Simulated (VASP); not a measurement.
Consider the following.

```xyz
5
Lattice="3.9132 0.0000 0.0000 0.0000 3.9132 0.0000 0.0000 0.0000 3.9132" Properties=species:S:1:pos:R:3 pbc="T T T"
Sr     0.0000     0.0000     0.0000
Ti     1.9566     1.9566     1.9566
O      1.9566     0.0000     1.9566
O      0.0000     1.9566     1.9566
O      1.9566     1.9566     0.0000
```

Method: r2SCAN meta-GGA, VASP's PBE PAW potentials (set 64) (plane waves; VASP 6.6.1). Numerical set-up: 520 eV cut-off, 6×6×6 Γ-centred mesh, tetrahedra with Blöchl corrections, potentials Sr_sv Ti_sv O.

The cores are frozen, which limits the accuracy of field gradients.

Problem. Give the principal components of the electric field gradient (V/Å²) and the asymmetry η at each nucleus.

Solution. 
| atom | Vxx | Vyy | Vzz | η |
|---|---|---|---|---|
| Sr1 | 0.0 | 0.0 | 0.0 | - |
| Ti2 | 0.0 | 0.0 | 0.0 | - |
| O3 | -7.8 | -7.8 | 15.6 | 0.00 |
| O4 | -7.8 | -7.8 | 15.6 | 0.00 |
| O5 | -7.8 | -7.8 | 15.6 | 0.00 |

The compound is SrTiO3 in the cubic perovskite structure, the ideal cubic form; the compound distorts at low or room temperature. It was relaxed first.
